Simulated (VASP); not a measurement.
Given:

```yaml
crystal:
  lattice:
    - [0.00000, 2.55920, 2.55920]
    - [2.55920, 0.00000, 2.55920]
    - [2.55920, 2.55920, 0.00000]
  atoms:
    - { symbol: Zr, position: [0.00000, 0.00000, 0.00000] }
    - { symbol: O, position: [0.25000, 0.25000, 0.25000] }
    - { symbol: O, position: [0.75000, 0.75000, 0.75000] }
```

Level of theory: modified Becke-Johnson potential (mBJ), VASP's PBE PAW potentials (set 64) (plane waves; VASP). Numerical set-up: 520 eV cut-off, 6×6×6 Γ-centred mesh, Gaussian smearing of 0.050 eV, potentials Zr_sv O.

mBJ is a potential without an energy functional, so only the levels count.

Task: Estimate the band gap (over mesh and band path) with the smallest direct gap where there is one.

Result: 
- band gap (over mesh and band path): 4.43 eV
- smallest direct gap (over mesh and band path): 4.87 eV

Total energies compare only between runs with the same potentials, cut-off and functional.

The compound is ZrO2 in the fluorite structure, the high-temperature cubic form, which is unstable at 0 K; the monoclinic form is the stable one. It was relaxed first. The cell's shape comes from a PBE relaxation.
